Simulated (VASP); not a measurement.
VASP input:

**INCAR**
```
SYSTEM = Pt3Ti
PREC = Accurate
ENCUT = 400
EDIFF = 1E-6
NELM = 100
ALGO = Normal
LREAL = .FALSE.
LASPH = .TRUE.
ISMEAR = 1
SIGMA = 0.1
GGA = PE
LMAXMIX = 6
LWAVE = .FALSE.
LCHARG = .FALSE.
ISIF = 2
```

**POSCAR**
```
Pt3Ti
1
    0.0000000000     3.9984000000     0.0000000000
    3.9984000000     0.0000000000     0.0000000000
    0.0000000000     0.0000000000     3.9984000000
Ti Pt
1 3
Direct
  0.0000000000   0.0000000000   0.0000000000
  0.5000000000   0.0000000000   0.5000000000
  0.0000000000   0.5000000000   0.5000000000
  0.5000000000   0.5000000000   0.0000000000
```

**KPOINTS**
```
Automatic mesh
0
Gamma
6 6 6
0 0 0
```

POTCAR, in this order: Ti_sv Pt (PBE.64 set). Program: vasp_std.

What VASP printed:

### standard output
```
 -----------------------------------------------------------------------------
|                                                                             |
|     EEEEEEE  RRRRRR   RRRRRR   OOOOOOO  RRRRRR      ###     ###     ###     |
|     E        R     R  R     R  O     O  R     R     ###     ###     ###     |
|     E        R     R  R     R  O     O  R     R     ###     ###     ###     |
|     EEEEE    RRRRRR   RRRRRR   O     O  RRRRRR       #       #       #      |
|     E        R   R    R   R    O     O  R   R                               |
|     E        R    R   R    R   O     O  R    R      ###     ###     ###     |
|     EEEEEEE  R     R  R     R  OOOOOOO  R     R     ###     ###     ###     |
|                                                                             |
|     ERROR: the triple product of the basis vectors is negative exchange     |
|     two basis vectors                                                       |
|                                                                             |
|       ---->  I REFUSE TO CONTINUE WITH THIS SICK JOB ... BYE!!! <----       |
|                                                                             |
 -----------------------------------------------------------------------------
```

### Question
Read the log: what went wrong, and how is it fixed?

### Answer
The cause: the lattice vectors form a left-handed set. VASP stops with an error: ERROR: the triple product of the basis vectors is negative exchange two basis vectors ----> I REFUSE TO CONTINUE WITH THIS SICK JOB ... BYE!!! <---- To mend it, correct POSCAR.
**POSCAR**
```
Pt3Ti
1
    3.9984000000     0.0000000000     0.0000000000
    0.0000000000     3.9984000000     0.0000000000
    0.0000000000     0.0000000000     3.9984000000
Ti Pt
1 3
Direct
  0.0000000000   0.0000000000   0.0000000000
  0.0000000000   0.5000000000   0.5000000000
  0.5000000000   0.0000000000   0.5000000000
  0.5000000000   0.5000000000   0.0000000000
```
The mended run (PBE GGA, plane waves, VASP's PBE PAW potentials (set 64)) converges, and its OSZICAR ends with
```
   1 F= -.29474611E+02 E0= -.29474961E+02  d E =0.105017E-02
```

The compound is Pt3Ti in the L1_2 structure. The cell was not relaxed at this level.
